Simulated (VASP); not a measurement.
RuSe, 2 atoms in the cell. It takes space group F-43m (No. 216, cubic). Conventional cell: a = 5.813 Å, b = 5.813 Å, c = 5.813 Å, α = 90.00°, β = 90.00°, γ = 90.00°. Ru (site symmetry -43m) is surrounded by 4 Se at 2.52 Å. Se (site symmetry -43m) is surrounded by 4 Ru at 2.52 Å. The cell comes from a database or a generator and needn't be the stable form of this composition.

```yaml
Program: VASP 6.6.1
Task: single point
Functional: PBE
Potentials_or_basis: VASP PAW PBE potentials, release 64 (Ru_pv, Se)
Cutoff: 520 eV
k_mesh: 6 × 6 × 6
Occupations: gaussian, width 0.05 eV
Spin: no spin polarisation
Hubbard_terms: Ru d U = 4 eV
Further_INCAR_settings: ALGO = Normal; EDIFF = 1e-06; NBANDS = 17
```

Potentials or basis: VASP PAW PBE potentials, release 64 (Ru_pv, Se).

Command:

```bash
$ cat potpaw_PBE.64/Ru_pv/POTCAR potpaw_PBE.64/Se/POTCAR > POTCAR
$ mpirun -np 1 vasp_std > vasp.out
```

Hardware: 1 thread of Intel(R) Xeon(R) Platinum 8488C (Sapphire Rapids), with other jobs on the host.

Problem. Estimate the wall time of this run.

Solution. Run time: 11 s on 1 thread of Intel(R) Xeon(R) Platinum 8488C (Sapphire Rapids), with other jobs on the host, peak memory 0.17 GiB. Counts: scf iterations 13, k points 16.
